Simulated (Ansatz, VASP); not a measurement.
# Te2As in two plane-wave programs

Wanted: the spread between two codes on one cell, functional and k mesh. The cell is generated by rule, not measured, and may not be a known phase. The two relaxations start from unlike cells of this crystal (the structure described is Ansatz's start), so only their ends are compared.

Program: Ansatz 0.2.0. Level of theory: plane waves, with VASP 6.6.1 beside it; relaxation of cell and atoms at LDA. Results are calculated unless marked as measured.

The structure was built from a prototype and need not be the compound's stable phase.

## Step 1: The starting structure

It takes space group P2_1/m (No. 11, monoclinic). Conventional cell: a = 4.905 Å, b = 6.936 Å, c = 4.905 Å, α = 90.00°, β = 90.00°, γ = 90.00°. As has 4 Te at 2.71 to 2.83 Å nearest. Nearest to Te lie 2 As at 2.71 to 2.83 Å. Farther neighbours and most contacts between anions are not listed.

As a file:

```cif
data_structure
_symmetry_space_group_name_H-M 'P2_1/m'
_symmetry_Int_Tables_number 11
_cell_length_a 4.9048
_cell_length_b 6.9365
_cell_length_c 4.9048
_cell_angle_alpha 90.000
_cell_angle_beta 90.000
_cell_angle_gamma 90.000
_cell_volume 166.87
loop_
_atom_site_label
_atom_site_type_symbol
_atom_site_symmetry_multiplicity
_atom_site_Wyckoff_symbol
_atom_site_fract_x
_atom_site_fract_y
_atom_site_fract_z
_atom_site_occupancy
As1 As 2 e 0.34976 0.25000 0.32080 1
Te1 Te 4 f 0.76699 0.50000 0.23794 1
```

## Step 2: VASP: relaxation of cell and atoms, LDA

The relaxed volume is the usual yardstick between codes: in a stiff, nearly cubic crystal its relative difference is about their pressure difference at one cell divided by the bulk modulus.

Lines of VASP's logs that name or quote its potential files are left out, and so is its time.

INCAR

```
SYSTEM = Te2As
PREC = Accurate
ENCUT = 500
EDIFF = 1E-07
NELM = 120
ISMEAR = 1
SIGMA = 0.15
LREAL = .FALSE.
ALGO = Normal
GGA = PW92
NBANDS = 23
LORBIT = 11
LWAVE = .FALSE.
LCHARG = .FALSE.
ISIF = 3
IBRION = 2
NSW = 80
EDIFFG = -0.005
LASPH = .TRUE.
GGA_COMPAT = .FALSE.
NELMIN = 4
KPAR = 2
```

POSCAR

```
Te2As
1.0
    0.0000000000     -4.2426632661     -3.5672202657
    0.0000000000      3.3657951851     -2.4991513915
    7.6189718894      0.0000000000      0.0000000000
As Te
2 4
Direct
    0.6667261645      0.6415235496      0.5000000000
    0.8332738355      0.8584764504      0.0000000000
    0.0141648710      0.4897158486      0.2443665492
    0.4858351290      0.0102841514      0.7443665492
    0.0141648710      0.4897158486      0.7556334508
    0.4858351290      0.0102841514      0.2556334508
```

KPOINTS

```
Automatic mesh
0
Gamma
6 6 4
0 0 0
```

PAW data sets: As and Te (LDA family, release 64).

Command:

```
$ mpirun -np 2 vasp_std
```

Numbers of over 12 decimals in the logs are rounded to 6 here.

What it wrote:

```text
[banner, memory and clock lines left out]
running    2 mpi-ranks, on    1 nodes
 distrk:  each k-point on    1 cores,    2 groups
 distr:  one band on    1 cores,    1 groups

 POSCAR found type information on POSCAR AsTe
 POSCAR found :  2 types and       6 ions
|                                                                             |
|               ----> ADVICE to this user running VASP <----                  |
|                                                                             |
|     You enforced a specific xc type in the INCAR file but a different       |
|     [... a line on the potential file left out ...]
|     I HOPE YOU KNOW WHAT YOU ARE DOING!                                     |
|                                                                             |

 LDA part: xc-table for (Slater(with rela. corr.)+PW92), standard interpolation
 POSCAR, INCAR and KPOINTS ok, starting setup
 FFT: planning ... GRIDC
 FFT: planning ... GRID_SOFT
 FFT: planning ... GRID
 WAVECAR not read
 entering main loop
       N       E                     dE             d eps       ncg     rms          rms(c)
DAV:   1     0.151573145126E+03    0.15157E+03   -0.12394E+04  2760   0.117E+03
DAV:   2    -0.117169494548E+02   -0.16329E+03   -0.15714E+03  3561   0.176E+02
DAV:   3    -0.245548083479E+02   -0.12838E+02   -0.12541E+02  3482   0.528E+01
DAV:   4    -0.248574314108E+02   -0.30262E+00   -0.30176E+00  3374   0.928E+00
DAV:   5    -0.248667885695E+02   -0.93572E-02   -0.93463E-02  3951   0.157E+00    0.141E+01
DAV:   6    -0.248091839196E+02    0.57605E-01   -0.57787E-02  3225   0.126E+00    0.842E+00
DAV:   7    -0.247911500224E+02    0.18034E-01   -0.52565E-02  3278   0.109E+00    0.732E-01
DAV:   8    -0.247910454264E+02    0.10460E-03   -0.40346E-03  3236   0.340E-01    0.293E-01
DAV:   9    -0.247908341958E+02    0.21123E-03   -0.65551E-04  3309   0.128E-01    0.784E-02
DAV:  10    -0.247908386274E+02   -0.44317E-05   -0.10667E-04  3215   0.486E-02    0.184E-02
DAV:  11    -0.247908372820E+02    0.13454E-05   -0.65377E-06  3299   0.140E-02    0.712E-03
DAV:  12    -0.247908373714E+02   -0.89399E-07   -0.14343E-06  3376   0.553E-03    0.163E-03
DAV:  13    -0.247908373719E+02   -0.45270E-09   -0.99929E-08  2115   0.191E-03
   1 F= -.24790837E+02 E0= -.24791633E+02  d E =-.247908E+02
 curvature:   0.00 expect dE= 0.000E+00 dE for cont linesearch  0.000E+00
 trial: gam= 0.00000 g(F)=  0.644E-05 g(S)=  0.436E-06 ort = 0.000E+00 (trialstep = 0.100E+01)
 search vector abs. value=  0.688E-05
 bond charge predicted
       N       E                     dE             d eps       ncg     rms          rms(c)
DAV:   1    -0.247908430507E+02   -0.56793E-05   -0.17445E-04  2844   0.604E-02    0.930E-03
DAV:   2    -0.247908435832E+02   -0.53251E-06   -0.90973E-06  3405   0.143E-02    0.289E-03
DAV:   3    -0.247908434470E+02    0.13620E-06   -0.26043E-07  2632   0.273E-03    0.149E-03
DAV:   4    -0.247908434071E+02    0.39883E-07   -0.11593E-07  1989   0.159E-03
   2 F= -.24790843E+02 E0= -.24791640E+02  d E =-.603527E-05
 trial-energy change:   -0.000006  1 .order   -0.000006   -0.000007   -0.000005
 step:   2.9074(harm=  2.9074)  dis= 0.00070  next Energy=   -24.790847 (dE=-0.100E-04)
 reached required accuracy - stopping structural energy minimisation
```

OUTCAR, selected parts (step 2):

```text
ion  position               nearest neighbor table
   1  0.667  0.642  0.500-   4 2.75   6 2.75   5 2.91   3 2.91   4 3.20   6 3.20
   2  0.833  0.858  0.000-   3 2.75   5 2.75   4 2.91   6 2.91   3 3.20   5 3.20
   3  0.014  0.490  0.244-   2 2.75   1 2.91   6 3.00   6 3.15   2 3.20   6 3.65
   4  0.486  0.010  0.744-   1 2.75   2 2.91   5 3.00   5 3.15   1 3.20   5 3.65
   5  0.014  0.490  0.756-   2 2.75   1 2.91   4 3.00   4 3.15   2 3.20   4 3.65
   6  0.486  0.010  0.256-   1 2.75   2 2.91   3 3.00   3 3.15   1 3.20   3 3.65

  LATTYP: Found a simple monoclinic cell.
 ALAT       =     4.1921754383
 B/A-ratio  =     1.8174267755
 C/A-ratio  =     1.3222338699
 COS(beta)  =    -0.2308742167

 Subroutine GETGRP returns: Found  4 space group operations
 (whereof  2 operations were pure point group operations)

The static configuration has the point symmetry C_1h.
 The point group associated with its full space group is C_2h.

 Found     60 irreducible k-points:

   k-points           NKPTS =     60   k-points in BZ     NKDIM =     60   number of bands    NBANDS=     23

   dimension x,y,z NGX =    40 NGY =   32 NGZ =   56
   dimension x,y,z NGXF=    80 NGYF=   64 NGZF=  112

   ENCUT  =  500.0 eV  36.75 Ry    6.06 a.u.  10.11  7.64 13.89*2*pi/ulx,y,z

   NELECT =      34.0000    total number of electrons

 k-points in reciprocal lattice and weights: Automatic mesh
   0.00000000  0.00000000  0.00000000       0.007
   0.16666667 -0.00000000  0.00000000       0.014
   0.33333333  0.00000000  0.00000000       0.014
   0.50000000  0.00000000  0.00000000       0.007
   0.00000000  0.16666667  0.00000000       0.014
   0.16666667  0.16666667  0.00000000       0.014
   0.33333333  0.16666667  0.00000000       0.014
   0.50000000  0.16666667  0.00000000       0.014
  -0.33333333  0.16666667  0.00000000       0.014
[...]
0.33333333  0.50000000  0.50000000       0.014
   0.50000000  0.50000000  0.50000000       0.007

 average (electrostatic) potential at core
       1 -52.5492       2 -52.5492       3 -89.5558       4 -89.5558       5 -89.5558
       6 -89.5558

 E-fermi :   6.0595

 k-point     1 :       0.0000    0.0000    0.0000
  band No.  band energies     occupation
    ...
     12       3.3784      2.00000
     13       3.4607      2.00000
     14       3.5100      2.00000
     15       4.6963      2.00000
     16       5.2258      2.00000
     17       6.4849     -0.00045
     18       6.7912     -0.00000
     19       7.7457     -0.00000
     20       7.8391     -0.00000
     21       7.9886     -0.00000
    ...

 k-point     2 :       0.1667   -0.0000    0.0000
  band No.  band energies     occupation
    ...
     12       3.5705      2.00000
     13       3.6855      2.00000
     14       3.8369      2.00000
     15       4.8275      2.00000
     16       4.9844      2.00000
     17       6.1293      0.29919
     18       6.7869     -0.00000
     19       7.5000     -0.00000
     20       8.0553     -0.00000
     21       8.0643     -0.00000
    ...

 k-point     3 :       0.3333    0.0000    0.0000
  band No.  band energies     occupation
    ...
     13       3.9815      2.00000
     14       4.3541      2.00000
     15       4.5946      2.00000
     16       5.2074      2.00000
     17       5.5430      2.00001
     18       6.2556     -0.06905
     19       6.8974     -0.00000
     20       7.0053     -0.00000
     21       7.3489     -0.00000
     22       8.4763     -0.00000
    ...

  Total       -0.0022463     -0.0015455     -0.0027785      0.0000000      0.0009250      0.0000000
  in kB       -0.0208913     -0.0143736     -0.0258408      0.0000000      0.0086025      0.0000000
  external PRESSURE =      -0.0203686 kB  Pullay stress =       0.0000000 kB

  energy-cutoff  :      500.00
  volume of cell :      172.27
      direct lattice vectors                 reciprocal lattice vectors
     0.000000000 -4.242761936 -3.567473400     0.000000000 -0.110531679 -0.148856162
     0.000000000  3.365800711 -2.499242205     0.000000000  0.157775354 -0.187640717
     7.618968450  0.000000000  0.000000000     0.131251364  0.000000000  0.000000000

 POSITION                                       TOTAL-FORCE (eV/Angst)
 -----------------------------------------------------------------------------------
      3.80948     -0.66959     -3.98202         0.000000     -0.001130     -0.002855
      7.61897     -0.64585     -5.11806         0.000000      0.001130      0.002855
      1.86183      1.58813     -1.27421         0.000057     -0.000914      0.003464
      5.67131     -2.02661     -1.75915         0.000057      0.000914     -0.003464
      5.75714      1.58813     -1.27421        -0.000057     -0.000914      0.003464
      1.94766     -2.02661     -1.75915        -0.000057      0.000914     -0.003464
 -----------------------------------------------------------------------------------
    total drift:                                0.000000      0.000000      0.000000

  FREE ENERGIE OF THE ION-ELECTRON SYSTEM (eV)
  ---------------------------------------------------
  free  energy   TOTEN  =       -24.7908434071 eV

  energy  without entropy=      -24.7932339263  energy(sigma->0) =      -24.79164025

 reached required accuracy - stopping structural energy minimisation

 total charge
# of ion       s       p       d       tot
------------------------------------------
    1        1.366   1.232   0.048   2.646
    2        1.366   1.232   0.048   2.646
    3        1.432   1.847   0.050   3.329
    4        1.432   1.847   0.050   3.329
    5        1.432   1.847   0.050   3.329
    6        1.432   1.847   0.050   3.329
--------------------------------------------------
tot          8.460   9.852   0.297  18.608

[... 3 further parts left out ...]
```

CONTCAR:

```
Te2As
   1.00000000000000
     0.0000000000000000   -4.2427619361767936   -3.5674734003218389
     0.0000000000000000    3.3658007106582106   -2.4992422045849256
     7.6189684500038997    0.0000000000000000    0.0000000000000000
  As              Te
     2     4
Direct
     0.6667584937582932    0.6415435626917485    0.5000000000000000
     0.8332415062417068    0.8584564373082515    1.0000000000000000
     0.0141349500107834    0.4896617693812719    0.2443674341376415
     0.4858650499892166    0.0103382306187281    0.7443674341376415
     0.0141349500107834    0.4896617693812719    0.7556325658623585
     0.4858650499892166    0.0103382306187281    0.2556325658623586
```

(Part 1 of 2 ends here.)

[Lines on the potential files, build, host, timing and source positions are cut from VASP's logs without a mark.]

[Logs are printed without paths, hosts, clocks, repeated set-up lines and the standing remarks that a program may print on its own settings, such as how far it seeks lower states.]

[Hosts, paths, dates, database ids (printed as entryN), source tags and the programs' standing remarks are cut or masked in the printed files.]
